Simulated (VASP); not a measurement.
Data:

```
CELL_PARAMETERS angstrom
      5.46455     0.00000     0.00000
     -2.73228     4.73244     0.00000
      0.00000     0.00000     5.30601
ATOMIC_POSITIONS crystal
  Mg 0.00000 0.66939 0.00000
  Mg 0.66939 0.00000 0.00000
  Mg 0.33061 0.33061 0.00000
  Mg 0.66667 0.33333 0.50000
  Mg 0.33333 0.66667 0.50000
  Sb 0.00000 0.00000 0.50000
```

These are PBEsol GGA, VASP's PBE PAW potentials (set 64) (plane waves; VASP) values and carry that method's errors. Numerical set-up: 400 eV cut-off, Gaussian smearing of 0.050 eV, potentials Mg Sb.

Q: Give the energies of bands 2 to 10 at the high-symmetry points, in eV from the Fermi level.

A: 
```json
[
 {"band": "2", "Γ": "-4.64", "M": "-6.06", "K": "-5.53", "A": "-6.28", "L": "-5.21", "H": "-4.83"},
 {"band": "3", "Γ": "-3.47", "M": "-3.73", "K": "-5.53", "A": "-2.61", "L": "-5.08", "H": "-4.71"},
 {"band": "4", "Γ": "-2.94", "M": "-3.47", "K": "-2.65", "A": "-2.61", "L": "-4.13", "H": "-4.71"},
 {"band": "5", "Γ": "-2.94", "M": "-2.77", "K": "-1.77", "A": "-2.56", "L": "-3.27", "H": "-3.59"},
 {"band": "6", "Γ": "-1.52", "M": "-1.34", "K": "-1.09", "A": "-1.29", "L": "-1.88", "H": "-3.59"},
 {"band": "7", "Γ": "-0.78", "M": "-1.19", "K": "-1.09", "A": "0.14", "L": "-1.67", "H": "0.95"},
 {"band": "8", "Γ": "-0.78", "M": "-0.58", "K": "-0.07", "A": "0.14", "L": "-0.69", "H": "0.95"},
 {"band": "9", "Γ": "-0.58", "M": "1.49", "K": "-0.07", "A": "0.20", "L": "2.43", "H": "1.16"},
 {"band": "10", "Γ": "1.51", "M": "1.67", "K": "0.70", "A": "0.47", "L": "3.19", "H": "1.97"}
]
```

It has no gap at this level: it comes out as a metal or semimetal.

The structure comes from a computed database's Mg5Sb entry (P-62m); how it stands against other phases isn't given here. It was relaxed first. The electron count is odd and the run is not spin-polarised, which forces a metal.
